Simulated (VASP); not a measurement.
An input for Quantum ESPRESSO's pw.x (written as the equivalent of a VASP run, and not itself run):

```
&CONTROL
  calculation = 'scf'
  pseudo_dir = './pseudo'
  outdir = './out'
  tprnfor = .true.
  tstress = .true.
/
&SYSTEM
  ibrav = 0
  nat = 3
  ntyp = 2
  ecutwfc = 84
  occupations = 'smearing'
  smearing = 'gaussian'
  degauss = 0.003675
  input_dft = 'vdw-df-obk8'
/
&ELECTRONS
  conv_thr = 7.3e-09
  electron_maxstep = 100
/
ATOMIC_SPECIES
  Hf 178.490 Hf.upf
  O 15.999 O.upf
CELL_PARAMETERS angstrom
     0.0000000    2.5320383    2.5320383
     2.5320383    0.0000000    2.5320383
     2.5320383    2.5320383    0.0000000
ATOMIC_POSITIONS crystal
  Hf   0.0000000  0.0000000  0.0000000
  O    0.2500000  0.2500000  0.2500000
  O    0.7500000  0.7500000  0.7500000
K_POINTS automatic
  8 8 8 0 0 0
```

### Question
Translate this input to VASP (INCAR, KPOINTS, POSCAR, choice of POTCAR).

### Answer
Several could match; the one computed here: 
INCAR:
```
# general
SYSTEM    =  HfO2
PREC      =  Accurate
ENCUT     =  520
LREAL     =  F
LASPH     =  T

# electronic loop
EDIFF     =  1E-7
NELM      =  100
ALGO      =  Normal
LMAXMIX   =  6

# smearing
ISMEAR    =  0
SIGMA     =  0.05

# functional
GGA       =  BO
LUSE_VDW  =  T
AGGAC     =  0.0
PARAM1    =  0.1833333333
PARAM2    =  0.22

# ions
ISIF      =  2

# output
LWAVE     =  F
LCHARG    =  F
```

File KPOINTS:
```
Automatic mesh
0
Gamma
8 8 8
0 0 0
```

### POSCAR
```
HfO2
3.5808430
  0.0000000000   0.7071067674   0.7071067674
  0.7071067674   0.0000000000   0.7071067674
  0.7071067674   0.7071067674   0.0000000000
Hf O
1 2
Direct
  0.0000000000   0.0000000000   0.0000000000
  0.2500000000   0.2500000000   0.2500000000
  0.7500000000   0.7500000000   0.7500000000
```

POTCAR, in this order: Hf_pv O (PBE.64 set). Program: vasp_std.

What does not carry over: the potentials are each code's own (VASP's PAW set, PseudoDojo norm-conserving files in pw.x), so ENCUT and ecutwfc are chosen apart and not converted; conv_thr bounds pw.x's estimated SCF error, while EDIFF bounds the energy change between steps.

The compound is HfO2 in the fluorite structure, the high-temperature cubic form, which is unstable at 0 K; the monoclinic form is the stable one. It was relaxed first.
